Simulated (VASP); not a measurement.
**Ta3N under changes of volume**

One of the cells (15.277 Å³/atom); the others are scaled copies at fixed shape and fractional positions:

```
Ta N
1.0
     3.05231    0.00000    0.00000
    -1.52615    2.64337    0.00000
     0.00000    0.00000    7.57397
Ta N
3 1
Direct
  0.66667 0.33333 0.82607
  0.33333 0.66667 0.17393
  0.00000 0.00000 0.50000
  0.00000 0.00000 0.00000
```

The cell comes from a database or a generator and needn't be the stable form of this composition.

```yaml
Program: VASP 6.6.1
Functional: PBEsol
Potentials_or_basis: VASP PAW PBE potentials, release 64 (Ta_pv, N)
Cutoff: 520 eV
k_mesh: 10 × 10 × 4
Occupations: fermi-dirac, width 0.05 eV
Spin: no spin polarisation
```

| volume (Å³/atom) | energy over the lowest point (meV/atom) | pressure (GPa) | largest force (eV/Å) |
| --- | --- | --- | --- |
| 14.079 | ? | ? | ? |
| 14.379 | 0.00 | 2.7 | 0.072 |
| 14.678 | 0.14 | -2.8 | 0.214 |
| 15.277 | 28.62 | -12.2 | 0.457 |
| 15.577 | 55.12 | -16.2 | 0.561 |
| 15.877 | 88.72 | -19.8 | 0.654 |

What does the run at 14.079 Å³/atom give?

Energy over the lowest point 10.68 meV/atom; pressure 8.8 GPa; largest force 0.086 eV/Å.

Worked out: A Birch-Murnaghan fit of order 3 (a polynomial in V^(-2/3)) to the other rows has its minimum at 14.52 Å³/atom with B0 = V·E''(V) = 267 GPa and B' = 4.2 at fixed shape and positions, which overstates the stiffness. It gives 10.71 meV/atom at 14.079 Å³/atom, against the run's 10.68, and -dE/dV = 8.8 GPa, against 8.8.

Energies are extrapolated to zero smearing.

Caveats: the PAW data sets were made with another functional, which shifts forces and pressure a little.
